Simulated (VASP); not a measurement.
Here is the system:

```
CELL_PARAMETERS angstrom
      5.03772     0.00000     0.00000
     -2.51886     4.36280     0.00000
      0.00000     0.00000     3.15091
ATOMIC_POSITIONS crystal
  Zr 0.00000 0.00000 0.00000
  Zr 0.33333 0.66667 0.50000
  Zr 0.66667 0.33333 0.50000
```

Computed with r2SCAN meta-GGA, VASP's PBE PAW potentials (set 64) (plane waves; VASP 6.6.1). Run with 400 eV cut-off, 8×8×11 Γ-centred mesh, tetrahedra with Blöchl corrections, potentials Zr_sv.

**Question.** Give the energies of bands 13 to 21 at the high-symmetry points, in eV from the Fermi level.

**Answer.** 
```csv
band,Γ,M,K,A,L,H
13,-5.92,-3.65,-3.69,-2.64,-2.87,-3.18
14,-2.50,-3.40,-3.19,-2.64,-2.50,-1.71
15,-0.67,-3.08,-3.19,-2.34,-2.09,-1.71
16,-0.67,-0.67,-0.47,-2.08,-1.62,-1.24
17,-0.59,-0.56,-0.47,-2.08,-0.91,-1.21
18,-0.59,-0.50,0.01,-1.62,-0.66,-1.21
19,-0.13,-0.01,0.15,1.24,0.37,0.58
20,0.97,0.77,0.53,1.24,0.98,0.58
21,1.77,1.20,0.53,1.79,1.11,0.97
```

It has no gap at this level: it comes out as a metal or semimetal.

The structure was generated: Zr was put into the omega type (P6/mmm), which need not be its known phase. It was relaxed first.
